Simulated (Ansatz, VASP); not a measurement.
## ZnO (zincite): VASP beside Ansatz

Aim: how closely do two programs agree when they are given the same cell, functional and k mesh? The two relaxations start from unlike cells of this crystal (the structure described is Ansatz's start), so only their ends are compared.

Calculated with Ansatz 0.2.0; plane waves, with VASP 6.6.1 beside it; relaxation of cell and atoms at BLYP with D3(BJ).

## (1) Starting point

It takes space group P6_3mc (No. 186, hexagonal). The conventional cell has a = 3.249 Å, b = 3.249 Å, c = 5.206 Å, α = 90.00°, β = 90.00°, γ = 120.00°. Nearest to Zn lie 4 O at 1.97 to 1.98 Å. Nearest to O lie 4 Zn at 1.97 to 1.98 Å. Farther neighbours and most contacts between anions are not listed.

Structure file:

```cif
data_structure
_symmetry_space_group_name_H-M 'P6_3mc'
_symmetry_Int_Tables_number 186
_cell_length_a 3.2493
_cell_length_b 3.2493
_cell_length_c 5.2057
_cell_angle_alpha 90.000
_cell_angle_beta 90.000
_cell_angle_gamma 120.000
_cell_volume 47.60
loop_
_atom_site_label
_atom_site_type_symbol
_atom_site_symmetry_multiplicity
_atom_site_Wyckoff_symbol
_atom_site_fract_x
_atom_site_fract_y
_atom_site_fract_z
_atom_site_occupancy
Zn1 Zn 2 b 0.33333 0.66667 0.50000 1
O1 O 2 b 0.66667 0.33333 0.37901 1
```

## (2) Ansatz: relaxation of cell and atoms, BLYP with D3(BJ)

Ansatz runs on its default PAW (the set named soft_2) files.

The relaxed volume is the usual yardstick between codes: in a stiff, nearly cubic crystal its relative difference is about their pressure difference at one cell divided by the bulk modulus.

input.yaml reads:

```yaml
crystal:
  lattice:
    - [3.249308, 0.0, 0.0]
    - [-1.624654, 2.8139832727, 0.0]
    - [0.0, 0.0, 5.205709]
  atoms:
    - { symbol: Zn, position: [0.3333333333, 0.6666666667, 0.5] }
    - { symbol: Zn, position: [0.6666666667, 0.3333333333, 0.0] }
    - { symbol: O, position: [0.6666666667, 0.3333333333, 0.37901] }
    - { symbol: O, position: [0.3333333333, 0.6666666667, 0.87901] }
kpoints:
  mp_grid: { grid: [9, 9, 6] }
hamiltonian:
  xc: blyp
  dispersion: d3bj
scf:
  occupations: { method: gaussian, width: 0.02 }
output:
  forces: true
  stress: true
  eigenvalues: true
  write_density: true
  write_potential: true
  elf: true
  volumetric_format: npy
relax:
  adjacent_minimum: "off"
  f_tol: 0.005
  max_steps: 60
  cell: { stress_tol: 0.03 }
```

Launch:

```console
$ ansatz run input.yaml --threads 4 --pin off --max-ram 8192MiB --backend cpu --events-out ev --progress --plain --runs-dir out
```

Numbers of over 12 decimals in the logs are rounded to 6 here.

Log:

```text
Engine: ansatz 0.2.0, aarch64-unknown-linux-gnu
Pseudopotentials: kind: paw
Pseudopotential: Zn, paw, valence charge 12, recommended cutoff 420 eV (normal), Zn.paw.azcp
Pseudopotential: O, paw, valence charge 6, recommended cutoff 420 eV (normal), O.paw.azcp
Functional definition: BLYP
  parameter beta = 0.0042
  parameter a = 0.04918
  parameter b = 0.132
  parameter c = 0.2533
  parameter d = 0.349
  exchange = b88_x(beta = beta)
  correlation = lyp_c(a = a, b = b, c = c, d = d)
Crystal: 4 atoms, lattice volume = 47.598 Å³
Basis set: ecut = 420 eV, 941 PW (Γ), exchange–correlation on 48×48×72 points (8 copies of the dense FFT grid, shifted against one another)
Bands: 22, of which v1, the nominal top of the filled ones, is band 18 counted from 1 (17 counted from 0)
Symmetry: 12 space group operations
Space group: P63mc (ITA 186), of the structure as read, at distance tolerance 3.6e-5 Å
k-points: 48 of 486 (time reversal used)
Non-local potential: Zn, projectors of the file, l = 0: 2, l = 1: 2, l = 2: 3, l = 3: 1
Non-local potential: O, projectors of the file, l = 0: 2, l = 1: 2, l = 2: 1
PAW form: soft (Blöchl's): semilocal exchange-correlation on the pseudo side does not see the compensation charge
PAW frozen core: Zn, regenerated for the run's functional, and the local potential with it (the file was generated under x = pbe(κ = 0.804, μ = 0.219515), c = pbe(β = 0.066725))
PAW frozen core: O, regenerated for the run's functional, and the local potential with it (the file was generated under x = pbe(κ = 0.804, μ = 0.219515), c = pbe(β = 0.066725))
PAW one-centre angular grid: Zn, 590 points (default); XC on 64 Gauss nodes
PAW one-centre angular grid: O, 110 points (default); XC on 64 Gauss nodes
Initial density: superposition of atomic densities (neutral atoms: chi_scale 0, normalization atom), corrected by the library's trained network
Initial wavefunctions: pseudopotential atomic-orbital guess
Functional: x = b88, c = lyp
SCF iter   1: F=—  HF=-7798.645398 eV  |F-HF|=—  |Δ(HF+E_count)|=         —  Δρ=1.72e-2  dr2=9.96e-2  ethr=1.77e-3  ⟨swp⟩=6.0  Hψ=4694  notcnv=0
preconditioner: auto → Resta (q_TF=auto, 2.604 Å⁻¹)  ε∞=7.4  [insulator: Δε(μ)=1.073 eV  Ē_g=12.806 eV  σ=0.020 eV  W_gap=1.00  n_scr=22 (ndim 8)  ℏωp=32.3 eV  f_vac=0.035  D(μ)=0.00/eV (n_scr^D=0)  ε∞_Penn≈7.4]
SCF iter   2: F=—  HF=-7798.620521 eV  |F-HF|=—  |Δ(HF+E_count)|=   2.49e-2  Δρ=2.40e-3  dr2=2.69e-3  ethr=2.77e-4  ⟨swp⟩=2.4  Hψ=2329  notcnv=0
SCF iter   3: F=—  HF=-7798.620283 eV  |F-HF|=—  |Δ(HF+E_count)|=   2.39e-4  Δρ=1.08e-3  dr2=6.13e-4  ethr=7.48e-6  ⟨swp⟩=2.3  Hψ=1872  notcnv=0
SCF iter   4: F=—  HF=-7798.620387 eV  |F-HF|=—  |Δ(HF+E_count)|=   1.05e-4  Δρ=7.00e-4  dr2=2.73e-4  ethr=1.70e-6  ⟨swp⟩=2.0  Hψ=1912  notcnv=0
SCF iter   5: F=—  HF=-7798.620314 eV  |F-HF|=—  |Δ(HF+E_count)|=   7.31e-5  Δρ=1.69e-4  dr2=8.72e-6  ethr=7.59e-7  ⟨swp⟩=2.0  Hψ=1824  notcnv=0
SCF iter   6: F=—  HF=-7798.620229 eV  |F-HF|=—  |Δ(HF+E_count)|=   8.57e-5  Δρ=5.23e-5  dr2=7.43e-7  ethr=2.42e-8  ⟨swp⟩=2.0  Hψ=1838  notcnv=0
SCF iter   7: F=-7798.620229 eV  HF=-7798.620229 eV  |F-HF|=6.23e-8  |Δ(HF+E_count)|=   3.71e-7  Δρ=1.02e-5  dr2=3.98e-8  ethr=2.78e-10  ⟨swp⟩=9.0  Hψ=7940  notcnv=0
SCF 1 converged in 7 iterations: F = -7798.620229 eV  dr2 = 3.98e-8
  greatest PAW one-centre occupation: 0.988 electrons in one spin orbital (limit 2), on the Zn atom at site 0 (counted from 0), in its partial waves of l = 2
relax step   1: F+E_penalty+E_count = -7798.62022900 eV  Δ(F+E_penalty+E_count) = +0.000e0 eV  max|allowed force component| = 6.362e-2 eV/Å  Δτ_max = 0.0000 Å  P = +2.887 GPa  Ω = 47.598 Å³  (7 SCF iters, dr2 threshold 1.00e-7 eV, accepted)
[...]
relax step   6: F+E_penalty+E_count = -7798.63070370 eV  Δ(F+E_penalty+E_count) = -5.413e-3 eV  max|allowed force component| = 7.036e-4 eV/Å  Δτ_max = 0.0000 Å  P = +0.158 GPa  Ω = 48.531 Å³  stress off target by 2.48e-1 GPa  SCF on the basis re-selected at this cell (its energy is not comparable with the rows above)  (7 SCF iters)
[...]
relax step   7: F+E_penalty+E_count = -7798.63045094 eV  Δ(F+E_penalty+E_count) = +2.528e-4 eV  max|allowed force component| = 3.680e-4 eV/Å  Δτ_max = 0.0006 Å  P = +0.006 GPa  Ω = 48.585 Å³  energy of the carried Pulay correction = -2.931e-4 eV  (4 SCF iters, dr2 threshold 1.54e-7 eV, accepted)
[...]
relax step   8: F+E_penalty+E_count = -7798.63087150 eV  Δ(F+E_penalty+E_count) = -4.206e-4 eV  max|allowed force component| = 2.745e-4 eV/Å  Δτ_max = 0.0000 Å  P = +0.010 GPa  Ω = 48.585 Å³  stress off target by 2.26e-2 GPa  SCF on the basis re-selected at this cell (its energy is not comparable with the rows above)  (7 SCF iters)
basis re-selected at this cell: Δ(F+E_penalty+E_count) = -4.206e-4 eV, ΔP = +0.003 GPa vs the last step (what re-selecting the basis moved, of the pressure what is left beyond the Pulay correction that the steps carried, after the strain that the cell walked since its last selection, with what the two solves' SCF thresholds leave and, on support functions, any second-order correction that the steps lacked; it is no m [...]
SCF converged after 7 iterations
Free energy (F): -7798.630872 eV
Harris-Foulkes:  -7798.630872 eV  (|F-HF|=9.09e-13)
Internal energy: -7798.630872 eV  (E = F + TS)
E sigma→0 (E₀):  -7798.630872 eV
Fermi energy:    7.656221 eV
--- Per-component energies (eV) ---
  E_band       = 66.701272
  E_kinetic    = 612.413395
  E_local      = -4034.359545  (includes V_loc(G=0)·N_el)
  E_nonlocal   = 1332.016464
  E_hartree    = 1660.835319
  E_xc         = -416.131436
  E_vxc        = -285.110363  (∫ρ·V_xc dr)
  E_paw        = -4008.700049  (= ΣΔE_a)
  E_vpaw       = -879.933706  (= ΣTr[D̂ρ^β])
  E_aug_tail   = 0.004301  (compensation charges beyond the density's cutoff)
  E_ewald      = -2942.701292
  E_disp       = -1.882295  (pairwise vdW)
  E_core_change = -0.125735  (= ΣΔE_core)
  E_smearing   = -0.000000  (= −TS)
  E_closure    = 0.000000  (closes the sum)
  Σ components = -7798.630872   (vs F -7798.630872, Δ=0.00e0)
--- Forces (eV/Å), atoms counted from 1 ---
  atom   1  Zn     0.00000000     0.00000000    -0.00025891
  atom   2  Zn     0.00000000    -0.00000000    -0.00025891
  atom   3  O      0.00000000     0.00000000     0.00029001
  atom   4  O      0.00000000    -0.00000000     0.00029001
  max |Σ_I F_I| component: 6.22e-5 eV/Å
--- Stress (GPa, compression-positive) ---
        0.003087      -0.000000       0.000000
       -0.000000       0.003087       0.000000
        0.000000       0.000000       0.022588
  P = ⅓ Tr σ = 0.0096 GPa (0.096 kbar)
--- Band table (eV; the first three rows and the last of 48) ---
  k-point 0: bands = [... 14 lower, 6.4403, 7.1220, 7.2034, 7.2034, 8.1088, 12.4386, 15.4633, 20.0885]
  k-point 1: bands = [... 14 lower, 6.4925, 6.5833, 7.1539, 7.1539, 8.7236, 12.2067, 15.6699, 20.0989]
  k-point 2: bands = [... 14 lower, 6.6341, 6.6341, 7.0162, 7.0162, 9.7063, 11.5825, 16.2760, 18.6404]
  k-point 47: bands = [... 14 lower, 4.6139, 4.6139, 5.9829, 5.9829, 15.0967, 15.0967, 15.3916, 15.3916]
--- Relaxed structure (6 steps of the walk, 6 accepted, 2 SCFs on fresh bases) ---
  F+E_penalty+E_count = -7798.63087150 eV   max|allowed force component| = 2.745e-4 eV/Å   (the final SCF, on the basis selected at the relaxed cell)
  cell:  # Å, volume = 48.5853 Å³
    - [3.259334, 0, 0]
    - [-1.629667, 2.822666, 9.137395769414619e-19]
    - [0, 1.6903662454110669e-18, 5.280999]
  atoms:
    - { symbol: Zn, position: [0.333333, 0.666667, 0.500591] }
    - { symbol: Zn, position: [0.666667, 0.333333, 0.000590664] }
    - { symbol: O, position: [0.666667, 0.333333, 0.378419] }
    - { symbol: O, position: [0.333333, 0.666667, 0.878419] }
```

## (3) VASP: relaxation of cell and atoms, BLYP with D3(BJ)

Its own start cell and the same functional (in two slightly different forms), mesh and smearing now go to VASP, with its own data sets.

Lines of VASP's logs that name or quote its potential files are left out, and so is its time.

INCAR reads:

```
SYSTEM = ZnO
PREC = Accurate
ENCUT = 600
EDIFF = 1E-07
NELM = 120
ISMEAR = 0
SIGMA = 0.02
LREAL = .FALSE.
ALGO = Normal
GGA = B5
ALDAX = 1
AGGAX = 1
AGGAC = 1
ALDAC = 0
IVDW = 12
VDW_S6 = 1
VDW_S8 = 2.6996
VDW_A1 = 0.4298
VDW_A2 = 4.2359
NBANDS = 24
LORBIT = 11
LWAVE = .FALSE.
LCHARG = .FALSE.
ISIF = 3
IBRION = 2
NSW = 80
EDIFFG = -0.005
LASPH = .TRUE.
GGA_COMPAT = .FALSE.
NELMIN = 4
EFERMI = MIDGAP
```

POSCAR reads:

```
ZnO
1.0
    3.2653744768      0.0000000000      0.0000000000
   -1.6326872384      2.8278969730      0.0000000000
    0.0000000000      0.0000000000      5.2924764157
Zn O
2 2
Direct
    0.3333333926      0.6666667851      0.5006088220
    0.6666666074      0.3333332149      0.0006089180
    0.6666666074      0.3333332149      0.3784011265
    0.3333333926      0.6666667851      0.8784010305
```

KPOINTS reads:

```
Automatic mesh
0
Gamma
9 9 6
0 0 0
```

PAW data sets: Zn and O (PBE family, release 64).

Launch:

```console
$ mpirun -np 1 vasp_std
```

Log:

```text
[banner, memory and clock lines left out]
running    1 mpi-ranks, on    1 nodes
 distrk:  each k-point on    1 cores,    1 groups
 distr:  one band on    1 cores,    1 groups

 POSCAR found type information on POSCAR ZnO
 POSCAR found :  2 types and       4 ions
|                                                                             |
|               ----> ADVICE to this user running VASP <----                  |
|                                                                             |
|     You enforced a specific xc type in the INCAR file but a different       |
|     [... a line on the potential file left out ...]
|     I HOPE YOU KNOW WHAT YOU ARE DOING!                                     |
|                                                                             |

 LDA part: xc-table for (Slater(with rela. corr.)+VWN5), standard interpolation
 POSCAR, INCAR and KPOINTS ok, starting setup
 FFT: planning ... GRIDC
 FFT: planning ... GRID_SOFT
 FFT: planning ... GRID
 WAVECAR not read
 entering main loop
       N       E                     dE             d eps       ncg     rms          rms(c)
DAV:   1     0.311428043519E+03    0.31143E+03   -0.20396E+04  2312   0.239E+03
DAV:   2     0.119500822697E+02   -0.29948E+03   -0.28378E+03  2472   0.459E+02
DAV:   3    -0.197717586580E+02   -0.31722E+02   -0.31431E+02  2656   0.152E+02
DAV:   4    -0.203247516666E+02   -0.55299E+00   -0.55265E+00  2640   0.212E+01
DAV:   5    -0.203282171454E+02   -0.34655E-02   -0.34654E-02  2672   0.160E+00    0.147E+01
DAV:   6    -0.162733433389E+02    0.40549E+01   -0.11153E+01  3896   0.736E+01    0.853E+00
DAV:   7    -0.164956164168E+02   -0.22227E+00   -0.33324E+00  2440   0.198E+01    0.522E+00
DAV:   8    -0.165119833859E+02   -0.16367E-01   -0.82980E-01  3224   0.906E+00    0.188E+00
DAV:   9    -0.164427526634E+02    0.69231E-01   -0.17838E-01  3464   0.804E+00    0.368E-01
DAV:  10    -0.164461253595E+02   -0.33727E-02   -0.52718E-02  2320   0.171E+00    0.103E-01
DAV:  11    -0.164461784305E+02   -0.53071E-04   -0.84906E-04  2800   0.610E-01    0.425E-02
DAV:  12    -0.164461757972E+02    0.26333E-05   -0.22049E-04  3368   0.458E-01    0.126E-02
DAV:  13    -0.164461815236E+02   -0.57264E-05   -0.51932E-05  3368   0.952E-02    0.147E-02
DAV:  14    -0.164461788572E+02    0.26664E-05   -0.98244E-06  2408   0.299E-02    0.487E-03
DAV:  15    -0.164461785563E+02    0.30085E-06   -0.18336E-06  2632   0.109E-02    0.547E-04
DAV:  16    -0.164461785657E+02   -0.94242E-08   -0.10578E-07  1568   0.417E-03
   1 F= -.18317146E+02 E0= -.18317146E+02  d E =-.183171E+02
 curvature:   0.00 expect dE= 0.000E+00 dE for cont linesearch  0.000E+00
 trial: gam= 0.00000 g(F)=  0.120E-05 g(S)=  0.338E-04 ort = 0.000E+00 (trialstep = 0.100E+01)
 search vector abs. value=  0.350E-04
 bond charge predicted
       N       E                     dE             d eps       ncg     rms          rms(c)
DAV:   1    -0.164446176366E+02    0.15609E-02   -0.68575E-03  2768   0.152E+00    0.156E-01
DAV:   2    -0.164442109298E+02    0.40671E-03   -0.15446E-03  2872   0.785E-01    0.557E-02
DAV:   3    -0.164441739652E+02    0.36965E-04   -0.24706E-05  3168   0.140E-01    0.315E-02
DAV:   4    -0.164441598396E+02    0.14126E-04   -0.17373E-05  3464   0.608E-02    0.343E-03
DAV:   5    -0.164441599200E+02   -0.80418E-07   -0.35064E-06  2408   0.176E-02    0.117E-03
DAV:   6    -0.164441598600E+02    0.60024E-07   -0.76429E-08  1400   0.903E-03
   2 F= -.18317141E+02 E0= -.18317141E+02  d E =0.585906E-05
 trial-energy change:    0.000006  1 .order   -0.000006   -0.000035    0.000024
 step:   0.3345(harm=  0.5959)  dis= 0.00004  next Energy=   -18.317152 (dE=-0.542E-05)
 bond charge predicted
       N       E                     dE             d eps       ncg     rms          rms(c)
DAV:   1    -0.164457097524E+02   -0.15498E-02   -0.30545E-03  2760   0.101E+00    0.104E-01
DAV:   2    -0.164455330655E+02    0.17669E-03   -0.68487E-04  2864   0.521E-01    0.371E-02
DAV:   3    -0.164455163367E+02    0.16729E-04   -0.10934E-05  3152   0.945E-02    0.210E-02
DAV:   4    -0.164455090664E+02    0.72703E-05   -0.75669E-06  3480   0.405E-02    0.225E-03
DAV:   5    -0.164455091473E+02   -0.80866E-07   -0.15563E-06  2392   0.116E-02    0.776E-04
DAV:   6    -0.164455091892E+02   -0.41978E-07   -0.32718E-08  1296   0.586E-03
   3 F= -.18317150E+02 E0= -.18317150E+02  d E =-.360858E-05
 curvature:  -0.17 expect dE=-0.501E-06 dE for cont linesearch -0.413E-06
 trial: gam=-0.17849 g(F)=  0.358E-06 g(S)=  0.253E-05 ort = 0.913E-05 (trialstep = 0.867E+00)
 search vector abs. value=  0.745E-06
 reached required accuracy - stopping structural energy minimisation
```

(Continued in part 2 of 2.)

[Lines on the potential files, build, host, timing and source positions are cut from VASP's logs without a mark.]

[Logs are printed without paths, hosts, clocks, repeated set-up lines and the standing remarks that a program may print on its own settings, such as how far it seeks lower states.]

[Hosts, paths, dates, database ids (printed as entryN), source tags and the programs' standing remarks are cut or masked in the printed files.]
